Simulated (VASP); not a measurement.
Given:

```yaml
crystal:
  lattice:
    - [2.88685, 0.00000, 0.00000]
    - [0.00000, 2.88685, 0.00000]
    - [0.00000, 0.00000, 2.88685]
  atoms:
    - { symbol: Ag, position: [0.00000, 0.00000, 0.00000] }
    - { symbol: B, position: [0.50000, 0.50000, 0.50000] }
```

These are r2SCAN meta-GGA, VASP's PBE PAW potentials (set 64) (plane waves; VASP) values and carry that method's errors. Numerical set-up: 600 eV cut-off, 12×12×12 Γ-centred mesh, first-order Methfessel-Paxton smearing of 0.10 eV, potentials Ag B.

**Question.** Give the stress tensor in GPa (positive for a compressed cell).

**Answer.** 
```
2.68  0.00  0.00
0.00  2.68  0.00
0.00  0.00  2.68
```
The pressure is its mean diagonal, 2.68 GPa.

The structure was generated: AgB was put into the CsCl type (Pm-3m), which need not be its known phase. This cell was strained or had an atom moved on purpose.
